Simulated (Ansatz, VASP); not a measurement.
# Cross-check of Pd3PbC between VASP and Ansatz, part 2 of 2

Wanted: the spread between two codes on one cell, functional and k mesh. The cell is taken from a series of runs on this material, whose earlier steps may have relaxed, scaled, displaced or heated it; both programs get it as it stands.

VASP 6.6.1 and Ansatz 0.2.0.

So far: The structure; VASP: zone-centre phonons, PBEsol.

## 2. VASP: zone-centre phonons, PBEsol (continued)

Level of this step: PBEsol; plane waves and PAW (Pd, Pb_d, C) (VASP).

Numbers of over 12 decimals in the logs are rounded to 6 here.

Parts of OUTCAR (step 2):

```text
ion  position               nearest neighbor table
   1  0.000  0.500  0.500-   5 2.11   5 2.11   4 2.98   2 2.98   2 2.98   4 2.98   3 2.98   4 2.98
                             4 2.98   2 2.98   3 2.98   3 2.98   2 2.98   3 2.98
   2  0.500  0.500  0.000-   5 2.11   5 2.11   4 2.98   1 2.98   1 2.98   3 2.98   3 2.98   3 2.98
                             4 2.98   3 2.98   1 2.98   4 2.98   1 2.98   4 2.98
   3  0.500  0.000  0.500-   5 2.11   5 2.11   4 2.98   1 2.98   2 2.98   4 2.98   1 2.98   2 2.98
                             2 2.98   2 2.98   1 2.98   4 2.98   4 2.98   1 2.98
   4  0.000  0.000  0.000-   1 2.98   2 2.98   3 2.98   1 2.98   3 2.98   1 2.98   2 2.98   1 2.98
                             2 2.98   3 2.98   3 2.98   2 2.98
   5  0.500  0.500  0.500-   1 2.11   2 2.11   3 2.11   2 2.11   3 2.11   1 2.11

  LATTYP: Found a simple cubic cell.
 ALAT       =     4.2208841651

 Subroutine GETGRP returns: Found 48 space group operations
 (whereof 48 operations were pure point group operations)

The static configuration has the point symmetry O_h .

 Found     35 irreducible k-points:

   k-points           NKPTS =     35   k-points in BZ     NKDIM =     35   number of bands    NBANDS=     30

   dimension x,y,z NGX =    36 NGY =   36 NGZ =   36
   dimension x,y,z NGXF=    72 NGYF=   72 NGZF=   72

   ENCUT  =  600.0 eV  44.10 Ry    6.64 a.u.   8.43  8.43  8.43*2*pi/ulx,y,z

   NELECT =      48.0000    total number of electrons

 k-points in reciprocal lattice and weights: Automatic mesh
   0.00000000  0.00000000  0.00000000       0.002
   0.12500000  0.00000000  0.00000000       0.012
   0.25000000  0.00000000  0.00000000       0.012
   0.37500000  0.00000000  0.00000000       0.012
   0.50000000  0.00000000  0.00000000       0.006
   0.12500000  0.12500000  0.00000000       0.023
   0.25000000  0.12500000  0.00000000       0.047
   0.37500000  0.12500000  0.00000000       0.047
   0.50000000  0.12500000  0.00000000       0.023
[...]
0.50000000  0.50000000  0.37500000       0.012
   0.50000000  0.50000000  0.50000000       0.002

 average (electrostatic) potential at core
       1 -70.8801       2 -70.8801       3 -70.8801       4 -87.1278       5 -46.2181

 POSITION                                       TOTAL-FORCE (eV/Angst)
 -----------------------------------------------------------------------------------
      0.00000      2.11044      2.11044         0.000000      0.000000      0.000000
      2.11044      2.11044      0.00000         0.000000      0.000000      0.000000
      2.11044      0.00000      2.11044         0.000000      0.000000      0.000000
      0.00000      0.00000      0.00000         0.000000      0.000000      0.000000
      2.11044      2.11044      2.11044         0.000000      0.000000      0.000000
 -----------------------------------------------------------------------------------
    total drift:                                0.000000      0.000000      0.000000

 Eigenvectors and eigenvalues of the dynamical matrix
 ----------------------------------------------------

   1 f  =    9.387066 THz    58.980674 2PiTHz  313.118809 cm-1    38.821767 meV
             X         Y         Z           dx          dy          dz
      0.000000  2.110442  2.110442    -0.000000   -0.000000    0.125934
      2.110442  2.110442  0.000000     0.000000   -0.000000   -0.463523
      2.110442  0.000000  2.110442     0.000000    0.000000    0.125934
      0.000000  0.000000  0.000000    -0.000000    0.000000   -0.056971
      2.110442  2.110442  2.110442     0.000000   -0.000000    0.866130

   2 f  =    9.387066 THz    58.980674 2PiTHz  313.118809 cm-1    38.821767 meV
             X         Y         Z           dx          dy          dz
      0.000000  2.110442  2.110442     0.463523   -0.000033   -0.000000
      2.110442  2.110442  0.000000    -0.125934   -0.000033    0.000000
      2.110442  0.000000  2.110442    -0.125934    0.000123    0.000000
      0.000000  0.000000  0.000000     0.056971    0.000015    0.000000
      2.110442  2.110442  2.110442    -0.866130   -0.000230    0.000000

   3 f  =    9.387066 THz    58.980674 2PiTHz  313.118809 cm-1    38.821767 meV
             X         Y         Z           dx          dy          dz
      0.000000  2.110442  2.110442     0.000123    0.125934    0.000000
      2.110442  2.110442  0.000000    -0.000033    0.125934   -0.000000
      2.110442  0.000000  2.110442    -0.000033   -0.463523    0.000000
      0.000000  0.000000  0.000000     0.000015   -0.056971    0.000000
      2.110442  2.110442  2.110442    -0.000230    0.866130    0.000000

   4 f  =    2.948706 THz    18.527269 2PiTHz   98.358259 cm-1    12.194864 meV
             X         Y         Z           dx          dy          dz
      0.000000  2.110442  2.110442     0.020990    0.434176   -0.012809
      2.110442  2.110442  0.000000     0.045015    0.434176   -0.005973
      2.110442  0.000000  2.110442     0.045015    0.202450   -0.012809
      0.000000  0.000000  0.000000    -0.077998   -0.752308    0.022195
      2.110442  2.110442  2.110442    -0.006988   -0.067397    0.001988

   5 f  =    2.948706 THz    18.527269 2PiTHz   98.358259 cm-1    12.194864 meV
             X         Y         Z           dx          dy          dz
      0.000000  2.110442  2.110442     0.202538   -0.044986    0.001653
      2.110442  2.110442  0.000000     0.434365   -0.044986    0.000771
      2.110442  0.000000  2.110442     0.434365   -0.020976    0.001653
      0.000000  0.000000  0.000000    -0.752635    0.077948   -0.002864
      2.110442  2.110442  2.110442    -0.067426    0.006983   -0.000257

   6 f  =    2.948706 THz    18.527269 2PiTHz   98.358259 cm-1    12.194864 meV
             X         Y         Z           dx          dy          dz
      0.000000  2.110442  2.110442    -0.000151    0.012912    0.436500
      2.110442  2.110442  0.000000    -0.000324    0.012912    0.203534
      2.110442  0.000000  2.110442    -0.000324    0.006020    0.436500
      0.000000  0.000000  0.000000     0.000561   -0.022372   -0.756335
      2.110442  2.110442  2.110442     0.000050   -0.002004   -0.067758

   7 f  =    2.127422 THz    13.366985 2PiTHz   70.963152 cm-1     8.798306 meV
             X         Y         Z           dx          dy          dz
      0.000000  2.110442  2.110442     0.000000    0.000066   -0.706997
      2.110442  2.110442  0.000000    -0.012441   -0.000066    0.000000
      2.110442  0.000000  2.110442     0.012441   -0.000000    0.706997
      0.000000  0.000000  0.000000     0.000000    0.000000    0.000000
      2.110442  2.110442  2.110442     0.000000   -0.000000    0.000000

   8 f  =    2.127422 THz    13.366985 2PiTHz   70.963152 cm-1     8.798306 meV
             X         Y         Z           dx          dy          dz
      0.000000  2.110442  2.110442    -0.000000   -0.427505    0.009870
      2.110442  2.110442  0.000000    -0.563154    0.427505   -0.000000
      2.110442  0.000000  2.110442     0.563154   -0.000000   -0.009870
      0.000000  0.000000  0.000000    -0.000000    0.000000    0.000000
      2.110442  2.110442  2.110442    -0.000000   -0.000000   -0.000000

   9 f  =    2.127422 THz    13.366985 2PiTHz   70.963152 cm-1     8.798306 meV
             X         Y         Z           dx          dy          dz
      0.000000  2.110442  2.110442    -0.000000    0.563240    0.007574
      2.110442  2.110442  0.000000    -0.427438   -0.563240   -0.000000
      2.110442  0.000000  2.110442     0.427438   -0.000000   -0.007574
      0.000000  0.000000  0.000000    -0.000000    0.000000    0.000000
      2.110442  2.110442  2.110442    -0.000000    0.000000   -0.000000

  10 f  =    0.755764 THz     4.748608 2PiTHz   25.209586 cm-1     3.125589 meV
             X         Y         Z           dx          dy          dz
      0.000000  2.110442  2.110442     0.213327   -0.281544   -0.101592
      2.110442  2.110442  0.000000    -0.090760   -0.281544    0.238788
      2.110442  0.000000  2.110442    -0.090760    0.661758   -0.101592
      0.000000  0.000000  0.000000    -0.059593   -0.184862   -0.066705
      2.110442  2.110442  2.110442     0.136638    0.423863    0.152946

  11 f  =    0.755764 THz     4.748608 2PiTHz   25.209586 cm-1     3.125589 meV
             X         Y         Z           dx          dy          dz
      0.000000  2.110442  2.110442    -0.671090   -0.049575   -0.117683
      2.110442  2.110442  0.000000     0.285514   -0.049575    0.276610
      2.110442  0.000000  2.110442     0.285514    0.116523   -0.117683
      0.000000  0.000000  0.000000     0.187469   -0.032551   -0.077271
      2.110442  2.110442  2.110442    -0.429840    0.074634    0.177172

  12 f  =    0.755764 THz     4.748608 2PiTHz   25.209586 cm-1     3.125589 meV
             X         Y         Z           dx          dy          dz
      0.000000  2.110442  2.110442     0.211146    0.126888   -0.271395
      2.110442  2.110442  0.000000    -0.089832    0.126888    0.637902
      2.110442  0.000000  2.110442    -0.089832   -0.298246   -0.271395
      0.000000  0.000000  0.000000    -0.058983    0.083315   -0.178198
      2.110442  2.110442  2.110442     0.135241   -0.191029    0.408583

  13 f/i=    0.006671 THz     0.041917 2PiTHz    0.222532 cm-1     0.027590 meV
             X         Y         Z           dx          dy          dz
      0.000000  2.110442  2.110442     0.050297    0.015967   -0.439234
      2.110442  2.110442  0.000000     0.049346    0.015967   -0.447702
      2.110442  0.000000  2.110442     0.049346    0.016275   -0.439234
      0.000000  0.000000  0.000000     0.068961    0.022314   -0.613826
      2.110442  2.110442  2.110442     0.017104    0.005534   -0.152242

  14 f/i=    0.006671 THz     0.041917 2PiTHz    0.222532 cm-1     0.027590 meV
             X         Y         Z           dx          dy          dz
      0.000000  2.110442  2.110442    -0.048632   -0.439187   -0.021326
      2.110442  2.110442  0.000000    -0.047712   -0.439187   -0.021737
      2.110442  0.000000  2.110442    -0.047712   -0.447654   -0.021326
      0.000000  0.000000  0.000000    -0.066678   -0.613760   -0.029802
      2.110442  2.110442  2.110442    -0.016538   -0.152226   -0.007392

  15 f/i=    0.006671 THz     0.041917 2PiTHz    0.222532 cm-1     0.027590 meV
             X         Y         Z           dx          dy          dz
      0.000000  2.110442  2.110442    -0.445350    0.049763   -0.047278
      2.110442  2.110442  0.000000    -0.436926    0.049763   -0.048189
      2.110442  0.000000  2.110442    -0.436926    0.050722   -0.047278
      0.000000  0.000000  0.000000    -0.610601    0.069543   -0.066071
      2.110442  2.110442  2.110442    -0.151443    0.017248   -0.016387

 ELASTIC MODULI CONTR FROM IONIC RELAXATION (kBar)
 Direction    XX          YY          ZZ          XY          YZ          ZX
 --------------------------------------------------------------------------------
 XX           0.0000      0.0000      0.0000      0.0000      0.0000      0.0000
 YY           0.0000      0.0000      0.0000      0.0000      0.0000      0.0000
 ZZ           0.0000      0.0000      0.0000      0.0000      0.0000      0.0000
 XY           0.0000      0.0000      0.0000      0.0000      0.0000      0.0000
 YZ           0.0000      0.0000      0.0000      0.0000      0.0000      0.0000
 ZX           0.0000      0.0000      0.0000      0.0000      0.0000      0.0000
 --------------------------------------------------------------------------------
```

## 3. Ansatz: zone-centre phonons, PBEsol

Ansatz runs on its PAW soft_1 files.

The same cell, functional, mesh and smearing now go to Ansatz, which takes its cutoff from its data sets.

Contents of input.yaml:

```yaml
crystal:
  lattice:
    - [4.2208841651, 0.0, 0.0]
    - [0.0, 4.2208841651, 0.0]
    - [0.0, 0.0, 4.2208841651]
  atoms:
    - { symbol: Pd, position: [0.0, 0.5, 0.5] }
    - { symbol: Pd, position: [0.5, 0.5, 0.0] }
    - { symbol: Pd, position: [0.5, 0.0, 0.5] }
    - { symbol: Pb, position: [0.0, 0.0, 0.0] }
    - { symbol: C, position: [0.5, 0.5, 0.5] }
kpoints:
  mp_grid: { grid: [8, 8, 8] }
hamiltonian:
  xc: pbesol
  pseudopotentials: { kind: paw, azcp: { folder: soft_1 }, xc_functional: pbe }
scf:
  occupations: { method: methfessel_paxton, width: 0.2 }
output:
  eigenvalues: true
phonons:
  method: dfpt
```

On the command line:

```
ansatz run input.yaml --threads 4 --pin off --max-ram 10240MiB --backend cpu --events-out ev --progress --plain --runs-dir out
```

Output:

```text
zone centre: on kpoints.mp_grid the ground state, and the responses unless they are solved on pairs of k-points, stand on 125 of the mesh's 512 k-points, reduced under 8 symmetry operations, with k and −k counted as one. Each operation leaves every solved displacement unchanged or reverses it
Engine: ansatz 0.2.0, aarch64-unknown-linux-gnu
Pseudopotentials: kind: paw
Pseudopotential: Pd, paw, valence charge 18, recommended cutoff 420 eV (normal), soft_1/Pd.paw.azcp
Pseudopotential: Pb, paw, valence charge 14, recommended cutoff 420 eV (normal), soft_1/Pb.paw.azcp
Pseudopotential: C, paw, valence charge 4, recommended cutoff 420 eV (normal), soft_1/C.paw.azcp
Functional definition: PBEsol
  exchange = pbesol_x
  correlation = pbesol_c
Crystal: 5 atoms, lattice volume = 75.199 Å³
Basis set: ecut = 420 eV, 1419 PW (Γ), exchange–correlation on 60×60×60 points (8 copies of the dense FFT grid, shifted against one another)
Bands: 44, of which v1, the nominal top of the filled ones, is band 36 counted from 1 (35 counted from 0)
Symmetry: 48 space group operations
k-points: 125 of 512 (irreducible under 8 space group operations)
Non-local potential: Pd, projectors of the file, l = 0: 2, l = 1: 2, l = 2: 2, l = 3: 1
Non-local potential: Pb, projectors of the file, l = 0: 2, l = 1: 2, l = 2: 2, l = 3: 1
Non-local potential: C, projectors of the file, l = 0: 2, l = 1: 2, l = 2: 1
PAW form: soft (Blöchl's): semilocal exchange-correlation on the pseudo side does not see the compensation charge
PAW frozen core: Pd, regenerated for the run's functional, and the local potential with it (the file was generated under x = pbe(κ = 0.804, μ = 0.219515), c = pbe(β = 0.066725))
PAW frozen core: Pb, regenerated for the run's functional, and the local potential with it (the file was generated under x = pbe(κ = 0.804, μ = 0.219515), c = pbe(β = 0.066725))
PAW frozen core: C, regenerated for the run's functional, and the local potential with it (the file was generated under x = pbe(κ = 0.804, μ = 0.219515), c = pbe(β = 0.066725))
PAW one-centre angular grid: Pd, 590 points (default); XC on 64 Gauss nodes
PAW one-centre angular grid: Pb, 590 points (default); XC on 64 Gauss nodes
PAW one-centre angular grid: C, 110 points (default); XC on 64 Gauss nodes
Initial density: superposition of atomic densities (chi_scale 0.1, normalization cell, long waves kept (reshape's long-wave potential 0.00 eV rms))
Initial wavefunctions: pseudopotential atomic-orbital guess
Functional: x = pbesol(κ = 0.804, μ = 0.123457), c = pbesol(β = 0.046)
SCF iter   1: F=—  HF=-32728.993360 eV  |F-HF|=—  |Δ(HF+E_count)|=         —  Δρ=1.73e-1  dr2=2.82e1  ethr=3.10e-3  ⟨swp⟩=6.3  Hψ=21958  notcnv=0
preconditioner: auto → Kerker (q_TF=auto, 2.709 Å⁻¹)  [metal: Δε(μ)=0.007 eV  Ē_g=11.090 eV  σ=0.200 eV  W_gap=0.03  n_scr=26 (ndim 8)  ℏωp=29.7 eV  f_vac=0.000  D(μ)=7.41/eV (n_scr^D=92)]
SCF iter   2: F=—  HF=-32724.618367 eV  |F-HF|=—  |Δ(HF+E_count)|=    4.37e0  S|Δr|=    0.00e0  Δρ=8.13e-2  dr2=6.71e0  ethr=3.10e-3  ⟨swp⟩=2.0  Hψ=11249  notcnv=0  defer=261
SCF iter   3: F=—  HF=-32723.205342 eV  |F-HF|=—  |Δ(HF+E_count)|=    1.41e0  S|Δr|=    0.00e0  Δρ=1.47e-2  dr2=1.99e-1  ethr=3.10e-3  ⟨swp⟩=2.0  Hψ=9025  notcnv=0  defer=268
SCF iter   4: F=—  HF=-32723.169820 eV  |F-HF|=—  |Δ(HF+E_count)|=   3.55e-2  S|Δr|=    0.00e0  Δρ=3.00e-3  dr2=4.01e-3  ethr=2.77e-4  ⟨swp⟩=1.2  Hψ=6613  notcnv=0  defer=268
SCF iter   5: F=—  HF=-32723.170038 eV  |F-HF|=—  |Δ(HF+E_count)|=   2.17e-4  S|Δr|=    0.00e0  Δρ=5.24e-4  dr2=2.81e-4  ethr=5.57e-6  ⟨swp⟩=2.1  Hψ=7994  notcnv=0  defer=268
SCF iter   6: F=—  HF=-32723.170029 eV  |F-HF|=—  |Δ(HF+E_count)|=   8.93e-6  S|Δr|=    0.00e0  Δρ=1.60e-4  dr2=3.38e-5  ethr=3.91e-7  ⟨swp⟩=2.0  Hψ=7116  notcnv=0  defer=268
SCF iter   7: F=—  HF=-32723.170020 eV  |F-HF|=—  |Δ(HF+E_count)|=   9.16e-6  S|Δr|=    0.00e0  Δρ=4.25e-5  dr2=2.89e-6  ethr=4.69e-8  ⟨swp⟩=2.3  Hψ=7424  notcnv=0  defer=268
SCF iter   8: F=—  HF=-32723.170019 eV  |F-HF|=—  |Δ(HF+E_count)|=   4.63e-7  S|Δr|=    0.00e0  Δρ=8.96e-6  dr2=4.10e-8  ethr=4.01e-9  ⟨swp⟩=2.0  Hψ=7853  notcnv=0  defer=268
SCF iter   9: F=—  HF=-32723.170019 eV  |F-HF|=—  |Δ(HF+E_count)|=   1.71e-9  S|Δr|=    0.00e0  Δρ=1.72e-6  dr2=2.07e-9  ethr=5.69e-11  ⟨swp⟩=2.0  Hψ=8111  notcnv=0  defer=268
SCF iter  10: F=—  HF=-32723.170019 eV  |F-HF|=—  |Δ(HF+E_count)|=  8.73e-11  S|Δr|=    0.00e0  Δρ=4.06e-7  dr2=7.02e-11  ethr=2.88e-12  ⟨swp⟩=2.0  Hψ=7491  notcnv=0  defer=268
SCF iter  11: F=-32723.170019 eV  HF=-32723.170019 eV  |F-HF|=3.64e-12  |Δ(HF+E_count)|=  3.64e-12  S|Δr|=    0.00e0  Δρ=1.02e-7  dr2=7.32e-12  ethr=1.00e-12  ⟨swp⟩=12.8  Hψ=30234  notcnv=0
SCF 1 converged in 11 iterations: F = -32723.170019 eV  dr2 = 7.32e-12
  greatest PAW one-centre occupation: 0.999 electrons in one spin orbital (limit 2), on the Pd atom at site 0 (counted from 0), in its partial waves of l = 0
DFPT response loops at Γ: preconditioner auto → Kerker (q_TF=auto, 2.709 Å⁻¹) (partly filled bands, converged f_vac=0.000); β = 1.00, the filter's whole step (`scf.mixing.beta` (0.50) is not read by the response loops under this deck's `scf.mixing.preconditioner`; to damp them name `kerker` or `kerker_dos`, under which they read `scf.mixing.beta`, and type it under 1.00, their step now; both keys bind the ground state too); Broyden in place of MSR1
SCF converged after 11 iterations
Stability not checked: this state was not tested for a lower state beside it, because cold or Methfessel-Paxton smearing, or corrected tetrahedra, fill the levels in a way that the test cannot read (fill_not_monotonic; see scf.lower_state_search)
Free energy (F): -32723.170019 eV
Harris-Foulkes:  -32723.170019 eV  (|F-HF|=3.64e-12)
Internal energy: -32723.174842 eV  (E = F + TS)
E sigma→0 (E₀):  -32723.171225 eV
Entropy (-TS):   0.004823 eV (0.965 meV/atom)
Fermi energy:    17.339798 eV
--- Per-component energies (eV) ---
  E_band       = -479.951817
  E_kinetic    = 1725.053660
  E_local      = -7169.232313  (includes V_loc(G=0)·N_el)
  E_nonlocal   = 1452.229091
  E_hartree    = 2897.593825
  E_xc         = -663.709297
  E_vxc        = -720.130305  (∫ρ·V_xc dr)
  E_paw        = -21577.905562  (= ΣΔE_a)
  E_vpaw       = -1563.060513  (= ΣTr[D̂ρ^β])
  E_aug_tail   = 0.000645  (compensation charges beyond the density's cutoff)
  E_ewald      = -9388.195737
  E_core_change = 0.990846  (= ΣΔE_core)
  E_smearing   = 0.004823  (= −TS)
  E_closure    = 0.000000  (closes the sum)
  Σ components = -32723.170019   (vs F -32723.170019, Δ=0.00e0)
--- Band table (eV; the first three rows and the last of 125) ---
  k-point 0: bands = [... 32 lower, 16.2090, 16.2090, 16.2090, 16.2156, 17.8035, 18.9118, 18.9118, 18.9118, ... 4 higher]
  k-point 1: bands = [... 32 lower, 16.1337, 16.2092, 16.3912, 16.3912, 17.5682, 19.1339, 19.1339, 19.3029, ... 4 higher]
  k-point 2: bands = [... 32 lower, 15.9035, 16.2097, 16.8248, 16.8248, 17.6331, 19.6209, 19.6882, 19.6882, ... 4 higher]
  k-point 124: bands = [... 32 lower, 15.3290, 16.0872, 16.0872, 16.0872, 16.4023, 18.9251, 18.9251, 18.9251, ... 4 higher]
--- Phonons (Γ-DFPT): 4 representative perturbations + reference, on 125 of 512 k-points (Σ response iterations 14) ---
  k mesh reduced under 8 symmetry operations, with k and −k counted as one. Each operation leaves every solved displacement unchanged or reverses it
  ASR residual: 7.821e-5 → 0.000e0 eV/Å²; symmetrization residual: 3.432e-6 eV/Å²
  ASR residual per site (eV/Å²): 7.82e-5 7.82e-5 7.82e-5 3.41e-5 9.12e-6
  Γ frequencies (cm⁻¹): -31.44 -31.44 -31.44 0.00 0.00 0.00 68.33 68.33 68.33 97.08 97.08 97.08 305.91 305.91 305.91
  non-analytic LO–TO correction: not included (Born effective charges unavailable; polar crystals: no LO–TO splitting at Γ)
```

The column dr2 measures how far the density is from self-consistency, as an energy; F and HF (Harris–Foulkes) agree once it is small.

## 4. Differences

Known differences besides the potentials themselves: the data sets hold 72 valence electrons in Ansatz (on its PAW soft_1 files) and 48 in VASP; the cutoff is 420 eV in Ansatz and 600 eV in VASP; Ansatz makes its cores anew for this functional, VASP keeps those of its PBE data sets. Total energies have different zeros and are not compared.

The two programs side by side:

| quantity | Ansatz | VASP | difference |
| --- | --- | --- | --- |
| optical mode 1 to 3 (imaginary, printed as negative) (cm⁻¹) | -31.4 | 25.2 | -56.6 |
| optical mode 4 to 6 (cm⁻¹) | 68.3 | 71.0 | -3.71 % |
| optical mode 7 to 9 (cm⁻¹) | 97.1 | 98.4 | -1.30 % |
| optical mode 10 to 12 (cm⁻¹) | 305.9 | 313.1 | -2.30 % |

Modes are paired by rising frequency, not by their patterns, so a pair may set unlike modes beside each other; they are those without the splitting of longitudinal modes.

## 5. Summary of results

```
r.m.s. difference of the optical zone-centre modes, each program's sorted by frequency (zone-centre phonons, PBEsol) : 29 cm⁻¹
difference in optical mode 4 to 6 (zone-centre phonons, PBEsol)                                                      : -3.7 %
```

**Reading.** The r.m.s. difference of the optical zone-centre modes, each program's sorted by frequency is 29 cm⁻¹ (zone-centre phonons, PBEsol). The data sets hold unlike numbers of valence electrons (72 in Ansatz and 48 in VASP), so part of the differences comes from the potentials. Among the rows given in per cent, the largest difference of the zone-centre phonons, PBEsol pair is in optical mode 4 to 6, -3.7 %. What causes the difference of the zone-centre phonons, PBEsol pair stays open here. How closely two codes agree says nothing of how well the functional describes the real material.

[Lines on the potential files, build, host, timing and source positions are cut from VASP's logs without a mark.]

[Logs are printed without paths, hosts, clocks, repeated set-up lines and the standing remarks that a program may print on its own settings, such as how far it seeks lower states.]

[Hosts, paths, dates, database ids (printed as entryN), source tags and the programs' standing remarks are cut or masked in the printed files.]
